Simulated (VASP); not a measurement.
# ZrC: transverse stress against strain

ZrC (rock salt, Fm-3m, 12.747 Å³/atom and stress up to 0.20 GPa in the relaxed cell, cube axes along x, y and z) under an equal strain ε along x and y, with z held. PBEsol in VASP (plane waves, PAW), 600 eV, 16×16×16 Γ-centred mesh, Methfessel-Paxton smearing 0.10 eV; ions are relaxed, or left where forces stay under 0.02 eV/Å, within the symmetry of each cell. Stress is positive for a compressed cell.

Here s stands for strain and y for stress zz.

```csv
strain (%),stress zz (GPa)
-3.00,?
-1.50,3.20
-1.00,2.05
-0.50,0.92
0.00,-0.20
0.50,-1.28
1.00,-2.33
1.50,-3.34
```

The 7 complete rows are fitted with a straight line, y against s. Means: s 0, y -0.140. About the means, the sum of products is -15.290 and the sum of squares of s is 7.0000; the slope is their ratio. Least squares gives y = -0.140 - 2.1843·s. Residuals (row less fit): 0.064, 0.006, -0.032, -0.060, -0.048, -0.006, 0.076; standard error 0.058 (degrees of freedom: 5). The slope gives the elastic constant 2C12 = about 220 GPa.

Problem. Estimate the missing y (s = -3.00); what did the run itself give?

Solution. y = -0.140 - 2.1843 × (-3.0) = 6.413 GPa. The calculation gives 6.66 GPa, 0.247 GPa above the prediction (2.5 % of the range of y in the table). The row lies outside the fitted rows, so this is an extrapolation. From the scatter of the fitted rows alone, a prediction at this place has a standard error of 0.091 GPa, so the miss is 2.7 times that.

A polynomial of degree 2 through the 12 other runs of the series gives 6.78 there. In a metal these values are sensitive to mesh and smearing; energies are taken to zero smearing, stresses follow the free energy. The runs aren't spin-polarised. Rows are the converged runs of the series near zero and its far end, less any whose ions stayed unrelaxed beside relaxed ones; series whose fitted rows scatter by over a few per cent of the range, as at a crossing or softening among them, aren't shown in this form. Most that stay on the fit to the last digits aren't either.
